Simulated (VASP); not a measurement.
Computed with r2SCAN meta-GGA, VASP's PBE PAW potentials (set 64) (plane waves; VASP 6.6.1).

Input for VASP

### KPOINTS
```
Automatic mesh
0
G
  6 9 1
```

### POSCAR
```
Zr(100) slab
1.0
  5.1540817884   0.0000000000   0.0000000000
  0.0000000000   3.2467981262   0.0000000000
  0.0000000000   0.0000000000  26.3252482887
Zr
8
Cartesian
  1.2885204471   1.6233990631   9.4113051710
  3.8655613413   3.2467981262   8.5431527229
  1.2885204471   3.2467981262  12.2341330716
  3.8655613413   1.6233990631  11.2577744523
  1.2885204471   1.6233990631  15.0674738364
  3.8655613413   3.2467981262  14.0911152171
  1.2885204471   3.2467981262  17.7820955658
  3.8655613413   1.6233990631  16.9139431177
```

**INCAR**
```
# general
SYSTEM =Zr(100) slab
PREC   =Normal
ENCUT  =400   # plane-wave cut-off (eV)
LREAL  =.False.
LASPH  =.True.   # aspherical one-centre terms

# electronic loop
EDIFF  =1E-5   # SCF stop (eV)
NELM   =100   # most electronic steps
NELMIN =4
ALGO   =Normal   # blocked Davidson
LMAXMIX=4   # l cut-off of mixed one-centre charges
LMIXTAU=.True.

# smearing
ISMEAR =1
SIGMA  =0.1   # width (eV)

# functional
METAGGA=R2SCAN

# ions
IBRION =2
NSW    =120
ISIF   =2   # forces and stress, cell fixed
EDIFFG =-0.03   # ionic stop

# output
LWAVE  =.True.
LCHARG =.False.

# other
LDIPOL =.True.
IDIPOL =3
DIPOL  =0.5 0.5 0.5
```

POTCAR, in this order: Zr_sv (PBE.64 set). Program: vasp_std.

What will the output report for the number of irreducible k-points (NKPTS), largest plane-wave count, number of space-group operations, FFT grid (NGX, NGY, NGZ)?

* **number of irreducible k-points (NKPTS)**: 20
* **largest plane-wave count**: 8042
* **number of space-group operations**: 8
* **FFT grid (NGX, NGY, NGZ)**: 28 × 16 × 140

The cell is a thin slab with vacuum, built from Zr (hcp): (100) face.
